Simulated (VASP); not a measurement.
Here is the system:

```yaml
crystal:
  lattice:
    - [3.72066, 0.00000, 0.00000]
    - [-1.86033, 3.22219, 0.00000]
    - [0.00000, 0.00000, 3.39269]
  atoms:
    - { symbol: Be, position: [0.00000, 0.00000, 0.00000] }
    - { symbol: Te, position: [0.66667, 0.33333, 0.50000] }
```

Calculation: r2SCAN meta-GGA, VASP's PBE PAW potentials (set 64) (plane waves; VASP 6.6.1). Run with 400 eV cut-off, 13×13×12 Γ-centred mesh, tetrahedra with Blöchl corrections, potentials Be Te.

Task: Give the energies of bands 2 to 7 at the high-symmetry points, in eV from the Fermi level.

Result: 
```json
[
 {"band": "2", "Γ": "-1.07", "M": "-7.01", "K": "-6.36", "A": "-7.55", "L": "-5.71", "H": "-5.36"},
 {"band": "3", "Γ": "-0.73", "M": "-2.66", "K": "-5.34", "A": "1.12", "L": "-5.17", "H": "-4.68"},
 {"band": "4", "Γ": "-0.73", "M": "0.98", "K": "1.44", "A": "1.12", "L": "-1.58", "H": "-3.04"},
 {"band": "5", "Γ": "2.17", "M": "1.84", "K": "4.44", "A": "4.29", "L": "-0.42", "H": "-1.08"},
 {"band": "6", "Γ": "4.24", "M": "4.81", "K": "5.33", "A": "4.29", "L": "2.68", "H": "-0.06"},
 {"band": "7", "Γ": "4.24", "M": "5.77", "K": "6.80", "A": "4.59", "L": "4.12", "H": "8.33"}
]
```

It has no gap at this level: it comes out as a metal or semimetal.

The structure was generated: BeTe was put into the WC type (P-6m2), which need not be its known phase. It was relaxed first, which changed the volume by +21 %.
